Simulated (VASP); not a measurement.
Calculation: PBEsol GGA, VASP's PBE PAW potentials (set 64) (plane waves; VASP).

VASP input:

**INCAR**
```
# general
SYSTEM  = Tl
PREC    = Accurate
ENCUT   = 500
LREAL   = .False.
LASPH   = .True.

# electronic loop
EDIFF   = 1E-6
NELM    = 100
ALGO    = Normal
LMAXMIX = 4

# smearing
ISMEAR  = 1
SIGMA   = 0.1

# functional
GGA     = PS

# ions
IBRION  = 2
NSW     = 40
ISIF    = 3
EDIFFG  = -0.02
PSTRESS = 200

# output
LWAVE   = .False.
LCHARG  = .False.
```

KPOINTS:
```
Automatic
0
Gamma
  13 13 7
0 0 0
```

**POSCAR**
```
Tl
1
    1.5814890046    -2.7392195915     0.0000000000
    1.5814890046     2.7392195915    -0.0000000000
    0.0000000000     0.0000000000     5.0513586261
Tl
2
Direct
  0.3333330000   0.6666670000   0.2500000000
  0.6666670000   0.3333330000   0.7500000000
```

POTCAR, in this order: Tl_d (PBE.64 set). Program: vasp_std.

**Question.** What will the output report for the number of irreducible k-points (NKPTS), largest plane-wave count, number of space-group operations, FFT grid (NGX, NGY, NGZ)?

**Answer.** 
number of irreducible k-points (NKPTS): 84
largest plane-wave count: 1125
number of space-group operations: 24
FFT grid (NGX, NGY, NGZ): 24 × 24 × 40

The compound is Tl in the hcp structure. It was relaxed first under an external pressure of 20 GPa.
